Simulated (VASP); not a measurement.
Here is the system:

```xyz
1
Lattice="0.0000 2.0163 2.0163 2.0163 0.0000 2.0163 2.0163 2.0163 0.0000" Properties=species:S:1:pos:R:3 pbc="T T T"
Pt     0.0000     0.0000     0.0000
```

Level of theory: PBEsol GGA, VASP's PBE PAW potentials (set 64) (plane waves; VASP). Run with 480 eV cut-off, 14×14×14 Γ-centred mesh, first-order Methfessel-Paxton smearing of 0.10 eV, potentials Pt.

### Question
Give the stress tensor in GPa (positive for a compressed cell).

### Answer

```
-20.25    0.00    0.00
  0.00  -20.25    0.00
  0.00    0.00  -20.25
```
The pressure is its mean diagonal, -20.25 GPa.

The compound is Pt in the fcc structure. This cell was strained or had an atom moved on purpose.
